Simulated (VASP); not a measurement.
An input for Quantum ESPRESSO's pw.x (written as the equivalent of a VASP run, and not itself run):

```
&CONTROL
  calculation = 'scf'
  pseudo_dir = './pseudo'
  outdir = './out'
  tprnfor = .true.
  tstress = .true.
/
&SYSTEM
  ibrav = 0
  nat = 2
  ntyp = 1
  ecutwfc = 36
  occupations = 'smearing'
  smearing = 'gaussian'
  degauss = 0.003675
  input_dft = 'vdw-df-cx'
/
&ELECTRONS
  conv_thr = 7.3e-09
  electron_maxstep = 100
/
ATOMIC_SPECIES
  Si 28.085 Si.upf
CELL_PARAMETERS angstrom
     0.0000000    2.7765403    2.7765403
     2.7765403    0.0000000    2.7765403
     2.7765403    2.7765403    0.0000000
ATOMIC_POSITIONS crystal
  Si   0.0000000  0.0000000  0.0000000
  Si   0.2500000  0.2500000  0.2500000
K_POINTS automatic
  8 8 8 0 0 0
```

Task: Translate this input to VASP (INCAR, KPOINTS, POSCAR, choice of POTCAR).

Result: Several could match; the one computed here: 
File KPOINTS:
```
Automatic mesh
0
Gamma
8 8 8
0 0 0
```

**INCAR**
```
# general
SYSTEM   = Si
PREC     = Accurate
ENCUT    = 520
LREAL    = F
LASPH    = T

# electronic loop
EDIFF    = 1E-7
NELM     = 100
ALGO     = Normal

# smearing
ISMEAR   = 0
SIGMA    = 0.05

# functional
GGA      = CX
LUSE_VDW = T
AGGAC    = 0.0

# ions
ISIF     = 2

# output
LWAVE    = F
LCHARG   = F
```

**POSCAR**
```
Si
1
    0.0000000000     2.7765403462     2.7765403462
    2.7765403462     0.0000000000     2.7765403462
    2.7765403462     2.7765403462     0.0000000000
Si
2
Direct
  0.0000000000   0.0000000000   0.0000000000
  0.2500000000   0.2500000000   0.2500000000
```

POTCAR, in this order: Si (PBE.64 set). Program: vasp_std.

Limits of the translation: the potentials are each code's own (VASP's PAW set, PseudoDojo norm-conserving files in pw.x), so ENCUT and ecutwfc are chosen apart and not converted; conv_thr bounds pw.x's estimated SCF error, while EDIFF bounds the energy change between steps.

The compound is Si in the diamond structure. This cell is one point of a volume scan, at 1.06 of the reference volume.
